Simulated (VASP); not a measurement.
Here is the system:

```
CELL_PARAMETERS angstrom
      0.00000     2.07974     2.07974
      2.07974     0.00000     2.07974
      2.07974     2.07974     0.00000
ATOMIC_POSITIONS crystal
  Au 0.00000 0.00000 0.00000
```

These are optB88-vdW, VASP's PBE PAW potentials (set 64) (plane waves; VASP) values and carry that method's errors. Numerical set-up: 520 eV cut-off, 17×17×17 Γ-centred mesh, tetrahedra with Blöchl corrections, potentials Au.

Unless said otherwise, spin-orbit coupling is left out, though it shifts the bands of the heavy elements here.

Q: Tabulate the total density of states (states/eV per cell) against energy (eV; zero at the valence-band maximum or, without a gap, the Fermi level).

A: 
```tsv
E (eV)	DOS (states/eV)
-9.98	0.00
-9.76	0.00
-9.66	0.00
-9.44	0.00
-9.34	0.00
-9.12	0.03
-8.91	0.05
-8.80	0.06
-8.59	0.08
-8.48	0.09
-8.27	0.10
-8.06	0.12
-7.95	0.13
-7.74	0.15
-7.63	0.16
-7.42	0.19
-7.21	0.23
-7.10	0.26
-6.89	0.46
-6.78	0.68
-6.57	0.83
-6.46	1.10
-6.25	1.67
-6.04	2.07
-5.93	1.96
-5.71	1.78
-5.61	1.78
-5.39	1.16
-5.18	1.88
-5.08	2.03
-4.86	2.21
-4.76	2.10
-4.54	2.26
-4.33	3.02
-4.22	4.06
-4.01	2.38
-3.90	1.52
-3.69	2.20
-3.48	2.04
-3.37	2.39
-3.16	2.43
-3.05	2.18
-2.84	1.82
-2.62	1.80
-2.52	1.86
-2.31	2.19
-2.20	2.64
-1.99	2.66
-1.77	1.15
-1.67	0.31
-1.45	0.28
-1.35	0.28
-1.13	0.29
-0.92	0.29
-0.81	0.29
-0.60	0.29
-0.49	0.29
-0.28	0.29
-0.07	0.30
0.04	0.30
0.25	0.29
0.36	0.29
0.57	0.29
0.68	0.29
0.89	0.29
1.10	0.29
1.21	0.29
1.42	0.29
1.53	0.29
1.74	0.29
1.96	0.29
2.06	0.28
2.28	0.29
2.38	0.31
2.60	0.27
2.81	0.38
2.92	0.42
3.13	0.37
3.23	0.35
3.45	0.31
```
Within 2 eV below the Fermi level the largest weight inside VASP's projection spheres is Au d.

The compound is Au in the fcc structure. It was relaxed first, which changed the volume by +6 %.
